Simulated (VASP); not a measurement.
A VASP calculation is set up with these files.

### INCAR
```
# general
SYSTEM =Ag
PREC   =Accurate
ENCUT  =520
LREAL  =F
LASPH  =T

# electronic loop
EDIFF  =1E-7
NELM   =100
ALGO   =Normal
LMAXMIX=4

# smearing
ISMEAR =1
SIGMA  =0.1

# ions
ISIF   =2

# output
LWAVE  =F
LCHARG =F
```

POSCAR:
```
Ag
2.8012670
  0.0000000000   0.7071068108   0.7071068108
  0.7071068108   0.0000000000   0.7071068108
  0.7071068108   0.7071068108   0.0000000000
Ag
1
Direct
  0.0000000000   0.0000000000   0.0000000000
```

File KPOINTS:
```
Automatic mesh
0
Gamma
16 16 16
0 0 0
```

POTCAR, in this order: Ag (LDA.64 set). Program: vasp_std.

Problem. Write an equivalent input for Ansatz.

Solution. One equivalent input (not run):
Ansatz 0.2 input:
```yaml
crystal:
  lattice:
    - [0.0000000, 1.9807950, 1.9807950]
    - [1.9807950, 0.0000000, 1.9807950]
    - [1.9807950, 1.9807950, 0.0000000]
  atoms:
    - { symbol: Ag, position: [0.0000000, 0.0000000, 0.0000000] }
kpoints:
  mp_grid: { grid: [16, 16, 16] }
hamiltonian:
  xc: lda
  pseudopotentials: { kind: paw }
scf:
  occupations: { method: methfessel_paxton, width: 0.1 }
  max_iter: 100
output: { forces: true, stress: true, eigenvalues: true }
```
Limits of the translation: each code has its own PAW files, so the cut-off isn't converted (ENCUT is set for VASP's; basis.ecutwfc is left out, and Ansatz then takes the one that its files recommend); Ansatz stops its SCF on the density residual and VASP on the energy change (EDIFF); Ansatz's lda is the Perdew-Wang form, while the LDA potentials of VASP carry Perdew-Zunger's.

The compound is Ag in the fcc structure. This cell is one point of a volume scan, at 0.97 of the reference volume.
